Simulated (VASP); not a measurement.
Input:

```xyz
5
Lattice="5.7308 0.0000 0.0000 0.0000 5.7308 0.0000 0.0000 0.0000 5.7308" Properties=species:S:1:pos:R:3 pbc="T T T"
Cs     0.0000     0.0000     0.0000
Pb     2.8654     2.8654     2.8654
Cl     2.8654     0.0000     2.8654
Cl     0.0000     2.8654     2.8654
Cl     2.8654     2.8654     0.0000
```

Level of theory: PBE GGA, VASP's PBE PAW potentials (set 64) (plane waves; VASP). Settings: 400 eV cut-off, Gaussian smearing of 0.050 eV, potentials Cs_sv Pb_d Cl.

Unless said otherwise, spin-orbit coupling is left out, though it shifts the bands of the heavy elements here.

Question: Give the energies of bands 13 to 25 at the high-symmetry points, in eV from the valence-band maximum.

Answer: 
```tsv
band	Γ	X	M	R
13	-6.46	-7.24	-7.80	-7.87
14	-4.04	-3.96	-3.84	-2.67
15	-4.04	-3.96	-2.85	-2.67
16	-4.04	-2.65	-2.35	-2.67
17	-2.14	-2.23	-2.35	-2.32
18	-2.14	-2.23	-2.32	-2.32
19	-2.14	-2.23	-2.30	-1.76
20	-2.06	-2.14	-2.30	-1.76
21	-2.06	-2.14	-1.77	-1.76
22	-2.06	-1.44	-0.70	0.00
23	3.66	3.15	2.72	2.21
24	4.74	4.98	2.72	2.21
25	4.74	5.41	5.04	2.21
```

The gap is direct, 2.21 eV, from the valence maximum at R to the conduction minimum at R.

The compound is CsPbCl3 in the cubic perovskite structure, the ideal cubic form; the compound distorts at low or room temperature. It was relaxed first, which changed the volume by +7 %.
